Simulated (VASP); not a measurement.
Crystal: MoS2.

```
CELL_PARAMETERS angstrom
3.16100 0.00000 0.00000
-1.58050 2.73751 0.00000
0.00000 0.00000 15.98350
ATOMIC_POSITIONS crystal
Mo 0.33333 0.66667 0.25000
Mo 0.66667 0.33333 0.75000
S 0.66667 0.33333 0.34791
S 0.66667 0.33333 0.15209
S 0.33333 0.66667 0.84791
S 0.33333 0.66667 0.65209
```

The cell was built by a generator and needn't be a form met in nature.

Program: VASP 6.6.1. Alike in all runs: task single point; potentials or basis VASP PAW PBE potentials, release 64 (Mo_sv, S); no spin polarisation; cell as given; k mesh 8 × 8 × 2; cutoff (eV) 520; smearing fermi-dirac 0.05 eV.

Task: Order these runs on this cell by their pressure, lowest first.
A. level PBE
B. level PBE+D3(BJ)
C. level vdW-DF

Result: B (-0.8 GPa), A (1.4 GPa), C (5.4 GPa).

Caveats: the PAW data sets were made with another functional, which shifts forces and pressure a little (some runs); this functional lacks dispersion, which binds the layers, so the pressure and a relaxed spacing across them are unreliable (some runs).
